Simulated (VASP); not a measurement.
Calculation: r2SCAN meta-GGA, VASP's PBE PAW potentials (set 64) (plane waves; VASP).

VASP input:

**KPOINTS_OPT**
```
k-points along high-symmetry lines
5
Line-mode
Reciprocal
  0.000000   0.000000   0.000000 ! GAMMA
  0.500000   0.000000   0.000000 ! X

  0.500000   0.000000   0.000000 ! X
  0.500000   0.500000   0.000000 ! S

  0.500000   0.500000   0.000000 ! S
  0.000000   0.500000   0.000000 ! Y

  0.000000   0.500000   0.000000 ! Y
  0.000000   0.000000   0.000000 ! GAMMA

  0.000000   0.000000   0.000000 ! GAMMA
  0.000000   0.000000   0.500000 ! Z

  0.000000   0.000000   0.500000 ! Z
  0.500000   0.000000   0.500000 ! U

  0.500000   0.000000   0.500000 ! U
  0.500000   0.500000   0.500000 ! R

  0.500000   0.500000   0.500000 ! R
  0.000000   0.500000   0.500000 ! T

  0.000000   0.500000   0.500000 ! T
  0.000000   0.000000   0.500000 ! Z

  0.500000   0.000000   0.000000 ! X
  0.500000   0.000000   0.500000 ! U

  0.000000   0.500000   0.000000 ! Y
  0.000000   0.500000   0.500000 ! T

  0.500000   0.500000   0.000000 ! S
  0.500000   0.500000   0.500000 ! R
```

### KPOINTS
```
Automatic mesh
0
Gamma
6 3 8
0 0 0
```

INCAR:
```
! general
SYSTEM  = Al2O3
PREC    = Accurate
ENCUT   = 520
LREAL   = .FALSE.
LASPH   = .TRUE.

! electronic loop
EDIFF   = 1E-7
NELM    = 100
ALGO    = Normal
LMIXTAU = .TRUE.

! smearing
ISMEAR  = -5

! functional
METAGGA = R2SCAN

! ions
ISIF    = 2

! output
LWAVE   = .FALSE.
LCHARG  = .FALSE.
LORBIT  = 11
NEDOS   = 601

! other
LEFG    = .TRUE.
```

File POSCAR:
```
Al2O3
1
    4.6706285400     0.0000000000     0.0000000000
    0.0000000000     9.6323815564     0.0000000000
    0.0000000000     0.0000000000     2.9943353015
Al O
4 6
Direct
  0.4371041595   0.3289369308   0.5000000000
  0.5628958405   0.6710630692   0.5000000000
  0.9371041595   0.1710630692   0.0000000000
  0.0628958405   0.8289369308   1.0000000000
  0.7618714933   0.2287730496   0.5000000000
  0.2381285067   0.7712269504   0.5000000000
  0.2618714933   0.2712269504   1.0000000000
  0.7381285067   0.7287730496   0.0000000000
  0.0000000000   0.0000000000   0.0000000000
  0.5000000000   0.5000000000   0.5000000000
```

POTCAR, in this order: Al O (PBE.64 set). Program: vasp_std.

Output

File OSZICAR:
```
       N       E                     dE             d eps       ncg     rms          rms(c)
DAV:   1     0.260766721737E+03    0.26077E+03   -0.24071E+04  2400   0.147E+03
DAV:   2    -0.971749093215E+02   -0.35794E+03   -0.34402E+03  3278   0.316E+02
DAV:   3    -0.120659030310E+03   -0.23484E+02   -0.23375E+02  2874   0.908E+01
DAV:   4    -0.120957052928E+03   -0.29802E+00   -0.29766E+00  2808   0.113E+01
DAV:   5    -0.120962498426E+03   -0.54455E-02   -0.54444E-02  2760   0.152E+00    0.205E+01
DAV:   6    -0.100859001400E+03    0.20103E+02   -0.38012E+01  2640   0.313E+01    0.814E+00
DAV:   7    -0.948952161924E+02    0.59638E+01   -0.13902E+00  2746   0.940E+00    0.474E+00
DAV:   8    -0.102229632602E+03   -0.73344E+01   -0.19410E+00  2526   0.995E+00    0.119E+00
DAV:   9    -0.939216435906E+02    0.83080E+01   -0.12953E+00  2454   0.773E+00    0.442E-01
DAV:  10    -0.950245533674E+02   -0.11029E+01   -0.41742E-01  2400   0.552E+00    0.348E-01
DAV:  11    -0.947133443237E+02    0.31121E+00   -0.41492E-02  2496   0.176E+00    0.312E-01
DAV:  12    -0.950162061612E+02   -0.30286E+00   -0.82684E-02  2400   0.273E+00    0.314E-01
DAV:  13    -0.948839020109E+02    0.13230E+00   -0.41111E-02  2424   0.136E+00    0.689E-02
DAV:  14    -0.948857554830E+02   -0.18535E-02   -0.75521E-04  2748   0.202E-01    0.710E-02
DAV:  15    -0.948856775404E+02    0.77943E-04   -0.18023E-03  2406   0.446E-01    0.437E-02
DAV:  16    -0.948931227735E+02   -0.74452E-02   -0.23373E-03  2400   0.510E-01    0.378E-02
DAV:  17    -0.948965765318E+02   -0.34538E-02   -0.11405E-03  2400   0.329E-01    0.450E-02
DAV:  18    -0.948982091904E+02   -0.16327E-02   -0.25414E-04  2556   0.144E-01    0.324E-02
DAV:  19    -0.948983854714E+02   -0.17628E-03   -0.35410E-05  2634   0.494E-02    0.262E-02
DAV:  20    -0.948986149542E+02   -0.22948E-03   -0.57187E-05  2424   0.847E-02    0.201E-02
DAV:  21    -0.948986466685E+02   -0.31714E-04   -0.16147E-05  2490   0.364E-02    0.163E-02
DAV:  22    -0.948986458989E+02    0.76959E-06   -0.31678E-06  2484   0.172E-02    0.147E-02
DAV:  23    -0.948986462652E+02   -0.36629E-06   -0.13573E-06  2640   0.107E-02    0.132E-02
DAV:  24    -0.948986496966E+02   -0.34313E-05   -0.11247E-06  2484   0.865E-03    0.113E-02
DAV:  25    -0.948986497325E+02   -0.35915E-07   -0.15983E-06  2646   0.827E-03    0.723E-03
DAV:  26    -0.948986497249E+02    0.75488E-08   -0.65928E-07  2490   0.515E-03
   1 F= -.94898650E+02 E0= -.94898650E+02  d E =0.000000E+00
       N       E                     dE             ncg
       N       E                     dE             ncg
```

### OUTCAR
```
------------------------ aborting loop because EDIFF is reached ----------------------------------------
  FORCE on cell =-STRESS in cart. coord.  units (eV):
  Direction    XX          YY          ZZ          XY          YZ          ZX
  --------------------------------------------------------------------------------------
  Total       -0.0250830     -0.0188835      0.0721947     -0.0000000      0.0000000      0.0000000
  in kB       -0.2983188     -0.2245869      0.8586314     -0.0000000      0.0000000      0.0000000
  external PRESSURE =       0.1119085 kB  Pullay stress =       0.0000000 kB
  volume of cell :      134.71
      direct lattice vectors                 reciprocal lattice vectors
     4.670628540  0.000000000  0.000000000     0.214103946  0.000000000  0.000000000
     0.000000000  9.632381556  0.000000000     0.000000000  0.103816485  0.000000000
     0.000000000  0.000000000  2.994335302     0.000000000  0.000000000  0.333963935
 POSITION                                       TOTAL-FORCE (eV/Angst)
 -----------------------------------------------------------------------------------
      2.04155      3.16845      1.49717        -0.010492     -0.003997     -0.000000
      2.62908      6.46394      1.49717         0.010492      0.003997      0.000000
      4.37687      1.64774      0.00000        -0.010492      0.003997     -0.000000
      0.29376      7.98464      0.00000         0.010492     -0.003997      0.000000
      3.55842      2.20363      1.49717        -0.007264     -0.015140      0.000000
      1.11221      7.42875      1.49717         0.007264      0.015140      0.000000
      1.22310      2.61256      0.00000        -0.007264      0.015140      0.000000
      3.44752      7.01982      0.00000         0.007264     -0.015140      0.000000
      0.00000      0.00000      0.00000         0.000000      0.000000      0.000000
      2.33531      4.81619      1.49717         0.000000      0.000000      0.000000
 -----------------------------------------------------------------------------------
    total drift:                               -0.000000      0.000000     -0.000000
  FREE ENERGIE OF THE ION-ELECTRON SYSTEM (eV)
  ---------------------------------------------------
  free  energy   TOTEN  =       -94.8986497249 eV

  energy  without entropy=      -94.8986497249  energy(sigma->0) =      -94.89864972

 total charge

# of ion       s       p       d       tot
------------------------------------------
    1        0.344   0.457   0.000   0.801
    2        0.344   0.457   0.000   0.801
    3        0.344   0.457   0.000   0.801
    4        0.344   0.457   0.000   0.801
    5        1.549   3.675   0.000   5.224
    6        1.549   3.675   0.000   5.224
    7        1.549   3.675   0.000   5.224
    8        1.549   3.675   0.000   5.224
    9        1.553   3.657   0.000   5.211
   10        1.553   3.657   0.000   5.211
--------------------------------------------------
tot         10.681  23.840   0.000  34.520
```
(Selected blocks of OUTCAR.)

The structure comes from a computed database's Al2O3 entry (Pnnm); how it stands against other phases isn't given here. It was relaxed first.
